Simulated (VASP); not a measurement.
VASP ran on this input.

### KPOINTS
```
Automatic mesh
0
gamma
 8 8 2
0 0 0
```

POSCAR:
```
MoSe2
1
    1.5897310241    -2.7534958215     0.0000000000
    1.5897310241     2.7534958215     0.0000000000
    0.0000000000     0.0000000000    11.9935346981
Mo Se
2 4
Direct
  0.3333330000   0.6666670000   0.2500000000
  0.6666670000   0.3333330000   0.7500000000
  0.3333330000   0.6666670000   0.8899658629
  0.6666670000   0.3333330000   0.3899658629
  0.6666670000   0.3333330000   0.1100341371
  0.3333330000   0.6666670000   0.6100341371
```

**INCAR**
```
# general
SYSTEM =MoSe2
PREC   =Accurate
ENCUT  =500   # plane-wave cut-off (eV)
LREAL  =.FALSE.
LASPH  =.TRUE.   # aspherical one-centre terms

# electronic loop
EDIFF  =1E-6
NELM   =100
ALGO   =Normal   # blocked Davidson
LMAXMIX=4

# smearing
ISMEAR =0
SIGMA  =0.05

# functional
GGA    =PS   # PBEsol

# ions
IBRION =2
NSW    =40
ISIF   =3
EDIFFG =-0.02   # ionic stop
PSTRESS=200   # kbar

# output
LWAVE  =.FALSE.
LCHARG =.FALSE.
```

POTCAR, in this order: Mo_sv Se (PBE.64 set). Program: vasp_std.

**Question.** Translate this PBEsol calculation to Ansatz.

**Answer.** One equivalent input (not run):
Ansatz 0.2 input:
```yaml
crystal:
  lattice:
    - [1.5897310, -2.7534958, 0.0000000]
    - [1.5897310, 2.7534958, 0.0000000]
    - [0.0000000, 0.0000000, 11.9935347]
  atoms:
    - { symbol: Mo, position: [0.3333330, 0.6666670, 0.2500000] }
    - { symbol: Mo, position: [0.6666670, 0.3333330, 0.7500000] }
    - { symbol: Se, position: [0.3333330, 0.6666670, 0.8899659] }
    - { symbol: Se, position: [0.6666670, 0.3333330, 0.3899659] }
    - { symbol: Se, position: [0.6666670, 0.3333330, 0.1100341] }
    - { symbol: Se, position: [0.3333330, 0.6666670, 0.6100341] }
kpoints:
  mp_grid: { grid: [8, 8, 2] }
hamiltonian:
  xc: pbesol
  pseudopotentials: { kind: paw }
scf:
  occupations: { method: gaussian, width: 0.05 }
  max_iter: 100
relax:
  max_steps: 40
  f_tol: 0.02
  cell: { p_target: 20 }
output: { forces: true, stress: true, eigenvalues: true }
```
The two are equivalent in intent, not identical: each code has its own PAW files, so the cut-off isn't converted (ENCUT is set for VASP's; basis.ecutwfc is left out, and Ansatz then takes the one that its files recommend); Ansatz stops its SCF on the density residual and VASP on the energy change (EDIFF).

The compound is MoSe2 in the 2H layered structure. This run relaxes it under an external pressure of 20 GPa. Symmetry was kept, so distortions that lower it aren't found.
